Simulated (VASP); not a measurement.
# K2CdSe2O6: structure and properties in VASP, part 2 of 3

Aim: relax K2CdSe2O6, then compute properties on the relaxed cell. The start is a cell from a database of measured crystal structures.

VASP 6.6.1; vdW-DF2; plane waves and PAW (Cd, Se, K_sv, O).

So far, gap on the k-mesh (eV): step 2 (relaxing cell and atoms (vdW-DF2)) 3.27. The relaxed cell has a = 5.869, c = 19.278 Å (conventional setting).

### Step 3. Second relaxation

A relaxation keeps the plane waves of the cell it began with, so it is repeated from the new cell, on a basis made for it.

The input, INCAR:

```
SYSTEM = K2CdSe2O6
PREC = Accurate
ENCUT = 520
EDIFF = 1E-06
NELM = 100
ISMEAR = 0
SIGMA = 0.05
LREAL = .FALSE.
ALGO = Normal
GGA = ML
AGGAC = 0
LUSE_VDW = .TRUE.
ZAB_VDW = -1.8867
LASPH = .TRUE.
NBANDS = 50
LORBIT = 11
LWAVE = .FALSE.
LCHARG = .FALSE.
KPAR = 4
IBRION = 2
NSW = 60
ISIF = 3
EDIFFG = -0.01
```

The input, POSCAR:

```
K2CdSe2O6
1.0
    2.9346185029      1.6943027827      6.4258513764
   -2.9346185029      1.6943027827      6.4258513764
    0.0000000000     -3.3886055652      6.4258513764
Cd Se K O
1 2 2 6
Direct
    0.0000000000      0.0000000000      0.0000000000
    0.3775890831      0.3775890831      0.3775890831
    0.6224109169      0.6224109169      0.6224109169
    0.1951422514      0.1951422514      0.1951422514
    0.8048577486      0.8048577486      0.8048577486
    0.2584601401      0.2584601401      0.7298072470
    0.7298072470      0.2584601401      0.2584601401
    0.2584601401      0.7298072470      0.2584601401
    0.2701927530      0.7415398599      0.7415398599
    0.7415398599      0.7415398599      0.2701927530
    0.7415398599      0.2701927530      0.7415398599
```

The input, KPOINTS:

```
Automatic mesh
0
Gamma
6 6 6
0 0 0
```

Potentials, in the order of the species: Cd, Se, K_sv and O (PBE family, release 64).

Started as:

```sh
> mpirun -np 4 vasp_std
```

Output:

```text
[banner, memory and clock lines left out]
running    4 mpi-ranks, on    1 nodes
 distrk:  each k-point on    1 cores,    4 groups
 distr:  one band on    1 cores,    1 groups

 POSCAR found type information on POSCAR CdSeK O
 POSCAR found :  4 types and      11 ions
 [... a notice as in an earlier step ...]

 [... a notice as in an earlier step ...]

 LDA part: xc-table for (Slater+PW92), standard interpolation
 POSCAR, INCAR and KPOINTS ok, starting setup
 FFT: planning ... GRIDC
 FFT: planning ... GRID_SOFT
 FFT: planning ... GRID
 WAVECAR not read
 entering main loop
       N       E                     dE             d eps       ncg     rms          rms(c)
DAV:   1     0.645937628188E+03    0.64594E+03   -0.39939E+04  3216   0.147E+03
DAV:   2     0.698438829432E+01   -0.63895E+03   -0.61819E+03  3896   0.383E+02
DAV:   3    -0.459191901157E+02   -0.52904E+02   -0.52370E+02  4160   0.109E+02
DAV:   4    -0.478709309489E+02   -0.19517E+01   -0.19446E+01  4560   0.170E+01
DAV:   5    -0.479313146167E+02   -0.60384E-01   -0.60357E-01  4752   0.267E+00    0.276E+01
DAV:   6    -0.329348418846E+02    0.14996E+02   -0.69286E+01  4010   0.552E+01    0.131E+01
DAV:   7    -0.328170094869E+02    0.11783E+00   -0.76701E+00  3824   0.134E+01    0.729E+00
DAV:   8    -0.326600209273E+02    0.15699E+00   -0.14333E+00  3838   0.559E+00    0.244E+00
DAV:   9    -0.326067051110E+02    0.53316E-01   -0.15362E-01  4160   0.214E+00    0.749E-01
DAV:  10    -0.326084392401E+02   -0.17341E-02   -0.32399E-02  3832   0.944E-01    0.145E-01
DAV:  11    -0.326088145882E+02   -0.37535E-03   -0.24181E-03  4840   0.225E-01    0.985E-02
DAV:  12    -0.326088499896E+02   -0.35401E-04   -0.47935E-04  3968   0.117E-01    0.272E-02
DAV:  13    -0.326088502888E+02   -0.29927E-06   -0.61864E-05  4008   0.419E-02    0.121E-02
DAV:  14    -0.326088509434E+02   -0.65452E-06   -0.91707E-06  4232   0.160E-02
   1 F= -.32608851E+02 E0= -.32608851E+02  d E =-.326089E+02
 curvature:   0.00 expect dE= 0.000E+00 dE for cont linesearch  0.000E+00
 trial: gam= 0.00000 g(F)=  0.228E-04 g(S)=  0.547E-03 ort = 0.000E+00 (trialstep = 0.100E+01)
 search vector abs. value=  0.570E-03
 bond charge predicted
       N       E                     dE             d eps       ncg     rms          rms(c)
DAV:   1    -0.326126837624E+02   -0.38335E-02   -0.93489E-02  3644   0.190E+00    0.457E-01
DAV:   2    -0.326094191689E+02    0.32646E-02   -0.12074E-02  3896   0.642E-01    0.141E-01
DAV:   3    -0.326090355648E+02    0.38360E-03   -0.92538E-04  4318   0.204E-01    0.104E-01
DAV:   4    -0.326089696754E+02    0.65889E-04   -0.18492E-04  4496   0.604E-02    0.620E-02
DAV:   5    -0.326089573047E+02    0.12371E-04   -0.28844E-05  4864   0.213E-02    0.157E-02
DAV:   6    -0.326089552955E+02    0.20092E-05   -0.55183E-06  4176   0.146E-02    0.440E-03
DAV:   7    -0.326089547799E+02    0.51559E-06   -0.10426E-06  2552   0.521E-03
   2 F= -.32608955E+02 E0= -.32608955E+02  d E =-.103837E-03
[...]
3 F= -.32609016E+02 E0= -.32609016E+02  d E =-.165098E-03
[...]
4 F= -.32609104E+02 E0= -.32609104E+02  d E =-.878137E-04
 trial-energy change:   -0.000088  1 .order   -0.000080   -0.000201    0.000040
 step:   0.7879(harm=  0.7670)  dis= 0.00135  next Energy=   -32.609107 (dE=-0.907E-04)
 bond charge predicted
       N       E                     dE             d eps       ncg     rms          rms(c)
DAV:   1    -0.326091226644E+02   -0.17954E-04   -0.74148E-04  3764   0.151E-01    0.299E-02
DAV:   2    -0.326091077582E+02    0.14906E-04   -0.55800E-05  3796   0.399E-02    0.926E-03
DAV:   3    -0.326091058496E+02    0.19086E-05   -0.47360E-06  3798   0.128E-02    0.687E-03
DAV:   4    -0.326091059935E+02   -0.14384E-06   -0.90797E-07  1970   0.445E-03
   5 F= -.32609106E+02 E0= -.32609106E+02  d E =-.899521E-04
 curvature:  -0.51 expect dE=-0.619E-05 dE for cont linesearch -0.226E-06
 trial: gam= 0.18457 g(F)=  0.852E-05 g(S)=  0.368E-05 ort =-0.115E-04 (trialstep = 0.895E+00)
 search vector abs. value=  0.180E-04
 reached required accuracy - stopping structural energy minimisation
```

Elapsed: 14 min, on 4 MPI ranks of Intel Xeon 6975P-C (Granite Rapids), shared host; peak memory 5.3 GiB; 57 min of CPU time.

OUTCAR, selected parts (step 3):

```text
  LATTYP: Found a trigonal (rhomboedric) cell.
 ALAT       =     7.2645862641
 COS(alpha) =     0.6736290255

The static configuration has the point symmetry D_3d.

 Found     32 irreducible k-points:

   ENCUT  =  520.0 eV  38.22 Ry    6.18 a.u.  13.51 13.51 13.51*2*pi/ulx,y,z

   NELECT =      78.0000    total number of electrons

 E-fermi :   0.0973

 k-point     1 :       0.0000    0.0000    0.0000
  band No.  band energies     occupation
    ...
     35      -0.4397      2.00000
     36      -0.4250      2.00000
     37      -0.4116      2.00000
     38      -0.4116      2.00000
     39      -0.2771      2.00000
     40       3.1044      0.00000
     41       4.2687      0.00000
     42       4.2687      0.00000
     43       4.4305      0.00000
     44       5.3744      0.00000
    ...

 k-point     2 :       0.1667    0.0000   -0.0000
  band No.  band energies     occupation
    ...
     35      -0.6838      2.00000
     36      -0.4974      2.00000
     37      -0.4488      2.00000
     38      -0.3530      2.00000
     39      -0.3155      2.00000
     40       3.4055      0.00000
     41       4.2609      0.00000
     42       4.2696      0.00000
     43       4.7315      0.00000
     44       5.3220      0.00000
    ...

Total vdW correction in eV:     15.0137153

  Total        0.0109566      0.0109566      0.0244963      0.0000000      0.0000000      0.0000000
  in kB        0.0913429      0.0913429      0.2042196      0.0000000      0.0000000      0.0000000
  external PRESSURE =       0.1289685 kB  Pullay stress =       0.0000000 kB

  energy-cutoff  :      520.00
  volume of cell :      192.18
      direct lattice vectors                 reciprocal lattice vectors
     2.937386884  1.695901108  6.429840952     0.170219321  0.098276171  0.051841614
    -2.937386884  1.695901108  6.429840952    -0.170219321  0.098276171  0.051841614
     0.000000000 -3.391802217  6.429840952     0.000000000 -0.196552341  0.051841614

 POSITION                                       TOTAL-FORCE (eV/Angst)
 -----------------------------------------------------------------------------------
     -0.00000      0.00000      0.00000        -0.000000      0.000000     -0.000000
      0.00000      0.00000      7.28490        -0.000000     -0.000000     -0.006322
      0.00000      0.00000     12.00462        -0.000000      0.000000      0.006322
      0.00000      0.00000      3.76468        -0.000000      0.000000      0.004298
      0.00000      0.00000     15.52484        -0.000000     -0.000000     -0.004298
      0.00000     -1.59843      8.01610        -0.000000     -0.000818      0.003048
      1.38428      0.79921      8.01610         0.000708      0.000409      0.003048
     -1.38428      0.79921      8.01610        -0.000708      0.000409      0.003048
     -1.38428     -0.79921     11.27342        -0.000708     -0.000409     -0.003048
      0.00000      1.59843     11.27342        -0.000000      0.000818     -0.003048
      1.38428     -0.79921     11.27342         0.000708     -0.000409     -0.003048
 -----------------------------------------------------------------------------------
    total drift:                                0.000000     -0.000000     -0.000000

  FREE ENERGIE OF THE ION-ELECTRON SYSTEM (eV)
  ---------------------------------------------------
  free  energy   TOTEN  =       -32.6091059935 eV

  energy  without entropy=      -32.6091059935  energy(sigma->0) =      -32.60910599

Total vdW correction in eV:     15.0137350

 total charge
# of ion       s       p       d       tot
------------------------------------------
    1        0.296   0.207   9.642  10.145
    2        1.476   1.982   0.323   3.780
    3        1.476   1.982   0.323   3.780
    4        1.950   5.521   0.022   7.493
    5        1.950   5.521   0.022   7.493
    6        1.579   3.402   0.000   4.981
    7        1.579   3.402   0.000   4.981
    8        1.579   3.402   0.000   4.981
    9        1.579   3.402   0.000   4.981
   10        1.579   3.402   0.000   4.981
   11        1.579   3.402   0.000   4.981
--------------------------------------------------
tot         16.622  35.621  10.332  62.575

[... 4 parts as in an earlier step ...]

[... 7 further parts left out ...]
```

Little changed from the start: no atom moved by 0.005 Å and no cell edge by 0.1 %.

This step gave:

```yaml
free_energy_toten: -32.61 eV
fermi_energy: 0.0973 eV
pressure: 0.01290 GPa
scf_cycles_over_all_ionic_steps: 37
gap_on_the_k_mesh: 3.245 eV
least_direct_gap_on_the_k_mesh: 3.381 eV
```

It ends with a largest force of 0.006 eV/Å and a pressure of 0.01 GPa.

[end of part 2 of 3]

[Lines on the potential files, build, host, timing and source positions are cut from VASP's logs without a mark.]

[Logs are printed without paths, hosts, clocks, repeated set-up lines and the standing remarks that a program may print on its own settings, such as how far it seeks lower states.]

[Hosts, paths, dates, database ids (printed as entryN), source tags and the programs' standing remarks are cut or masked in the printed files.]

[A measured line is paired with the nearest computed mode of its activity, which favours agreement.]
